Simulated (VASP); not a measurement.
An input for Quantum ESPRESSO's pw.x (written as the equivalent of a VASP run, and not itself run):

```
&CONTROL
  calculation = 'scf'
  pseudo_dir = './pseudo'
  outdir = './out'
  tprnfor = .true.
  tstress = .true.
/
&SYSTEM
  ibrav = 0
  nat = 3
  ntyp = 3
  ecutwfc = 74
  occupations = 'tetrahedra'
  input_dft = 'pbesol'
/
&ELECTRONS
  conv_thr = 7.3e-09
  electron_maxstep = 100
/
ATOMIC_SPECIES
  Ba 137.327 Ba.upf
  Li 6.940 Li.upf
  Si 28.085 Si.upf
CELL_PARAMETERS angstrom
     4.9080561    0.0000000    0.0000000
    -2.4540281    4.2505017   -0.0000000
     0.0000000   -0.0000000    3.8124562
ATOMIC_POSITIONS crystal
  Ba   0.6666670  0.3333330  0.0000000
  Li   0.0000000  0.0000000  0.5000000
  Si   0.3333330  0.6666670  0.5000000
K_POINTS automatic
  8 8 9 0 0 0
```

Q: Translate this input to VASP (INCAR, KPOINTS, POSCAR, choice of POTCAR).

A: One answer among several that fit: 
INCAR:
```
ALGO  =  Normal
EDIFF  =  1E-7
ENCUT  =  520
GGA  =  PS
ISIF  =  2
ISMEAR  =  -5
LASPH  =  .TRUE.
LCHARG  =  .TRUE.
LEFG  =  .TRUE.
LMAXMIX  =  4
LORBIT  =  11
LREAL  =  .FALSE.
LWAVE  =  .FALSE.
NEDOS  =  601
NELM  =  100
PREC  =  Accurate
SYSTEM  =  BaLiSi
```

**KPOINTS**
```
Automatic
0
G
  8 8 9
0 0 0
```

File POSCAR:
```
BaLiSi
1
    4.9080561079     0.0000000000     0.0000000000
   -2.4540280540     4.2505017164    -0.0000000000
    0.0000000000    -0.0000000000     3.8124562470
Ba Li Si
1 1 1
Direct
  0.6666670000   0.3333330000   0.0000000000
  0.0000000000   0.0000000000   0.5000000000
  0.3333330000   0.6666670000   0.5000000000
```

POTCAR, in this order: Ba_sv Li_sv Si (PBE.64 set). Program: vasp_std.

What does not carry over: the potentials are each code's own (VASP's PAW set, PseudoDojo norm-conserving files in pw.x), so ENCUT and ecutwfc are chosen apart and not converted; conv_thr bounds pw.x's estimated SCF error, while EDIFF bounds the energy change between steps; the field gradients of LEFG aren't asked of the other code.

The structure comes from a computed database's BaLiSi entry (P-6m2); how it stands against other phases isn't given here. It was relaxed first.
